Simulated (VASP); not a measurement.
Here is the system:

```
CELL_PARAMETERS angstrom
      3.93795     0.00000     0.00000
      0.00000     3.93795     0.00000
      0.00000     0.00000     3.93795
ATOMIC_POSITIONS crystal
  Sr 0.00000 0.00000 0.00000
  V  0.50000 0.50000 0.50000
  O  0.50000 0.00000 0.50000
  O  0.00000 0.50000 0.50000
  O  0.50000 0.50000 0.00000
```

These are RPBE GGA, VASP's PBE PAW potentials (set 64) (plane waves; VASP 6.6.1) values and carry that method's errors. Run with 520 eV cut-off, 8×8×8 Γ-centred mesh, first-order Methfessel-Paxton smearing of 0.10 eV, potentials Sr_sv V_sv O.

**Question.** Give the stress tensor in GPa (positive for a compressed cell).

**Answer.** 
```
-4.55   0.00   0.00
 0.00  -4.55   0.00
 0.00   0.00  -4.55
```
The pressure is its mean diagonal, -4.55 GPa.

The compound is SrVO3 in the cubic perovskite structure. This cell is one point of a volume scan, at 1.03 of the reference volume. The run is not spin-polarised, so no magnetic state was tried. The electron count is odd and the run is not spin-polarised, which forces a metal.
